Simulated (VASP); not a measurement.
Given:

```
CELL_PARAMETERS angstrom
      2.27838    -3.94626     0.00000
      2.27838     3.94626     0.00000
      0.00000     0.00000     7.43861
ATOMIC_POSITIONS crystal
  Ag 0.66667 0.33333 0.50008
  Ag 0.33333 0.66667 0.00008
  I  0.66667 0.33333 0.87492
  I  0.33333 0.66667 0.37492
```

Level of theory: PBEsol GGA with spin-orbit coupling, VASP's PBE PAW potentials (set 64) (plane waves; VASP 6.6.1). Run with 400 eV cut-off, 5×5×3 Γ-centred mesh, Gaussian smearing of 0.050 eV, potentials Ag I.

**Question.** Predict the energy per atom (σ→0), band gap (over mesh and band path) with the smallest direct gap where there is one.

**Answer.** 
```yaml
band gap (over mesh and band path): 1.01 eV
smallest direct gap (over mesh and band path): 1.01 eV
energy per atom (σ→0): -2.803 eV/atom
```

Only differences to runs with the same potentials and settings are physical.

The compound is AgI in the wurtzite structure. It was relaxed first.
